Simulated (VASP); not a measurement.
Here is the system:

```yaml
crystal:
  lattice:
    - [4.79087, 0.00000, 0.00000]
    - [0.00000, 4.79087, 0.00000]
    - [0.00000, 0.00000, 3.23357]
  atoms:
    - { symbol: Sn, position: [0.00000, 0.00000, 0.00000] }
    - { symbol: Sn, position: [0.50000, 0.50000, 0.50000] }
    - { symbol: O, position: [0.30619, 0.30619, 0.00000] }
    - { symbol: O, position: [0.80619, 0.19381, 0.50000] }
    - { symbol: O, position: [0.19381, 0.80619, 0.50000] }
    - { symbol: O, position: [0.69381, 0.69381, 0.00000] }
```

Calculation: PBE GGA with D4 dispersion, VASP's PBE PAW potentials (set 64) (plane waves; VASP). Run with 520 eV cut-off, 5×5×8 Γ-centred mesh, tetrahedra with Blöchl corrections, potentials Sn_d O.

Unless said otherwise, spin-orbit coupling is left out, though it shifts the bands of the heavy elements here.

**Question.** Estimate the energy per atom (σ→0), band gap (on the k-mesh) with the smallest direct gap where there is one.

**Answer.** 
```yaml
band gap (on the k-mesh): 0.82 eV
smallest direct gap (on the k-mesh): 0.82 eV
energy per atom (σ→0): -6.476 eV/atom
```

Total energies compare only between runs with the same potentials, cut-off and functional.

The compound is SnO2 in the rutile structure. It was relaxed first.
